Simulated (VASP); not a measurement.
Input:

```xyz
2
Lattice="0.0000 2.6520 2.6520 2.6520 0.0000 2.6520 2.6520 2.6520 0.0000" Properties=species:S:1:pos:R:3 pbc="T T T"
Mg     0.0000     0.0000     0.0000
S      2.6520     2.6520     2.6520
```

Computed with PBE GGA, VASP's PBE PAW potentials (set 64) (plane waves; VASP). Settings: EDIFF = 1E-3, 400 eV cut-off, 8×8×8 Γ-centred mesh, Gaussian smearing of 0.050 eV, potentials Mg S.

**Question.** Give the stress tensor in GPa (positive for a compressed cell).

**Answer.** 
```
-2.94   0.00   0.00
 0.00  -2.94   0.00
 0.00   0.00  -2.94
```
The pressure is its mean diagonal, -2.94 GPa.

The compound is MgS in the rock salt structure. The cell was not relaxed at this level. The run is one of a series of settings (EDIFF = 1E-3 against the base run), some of them coarse on purpose.
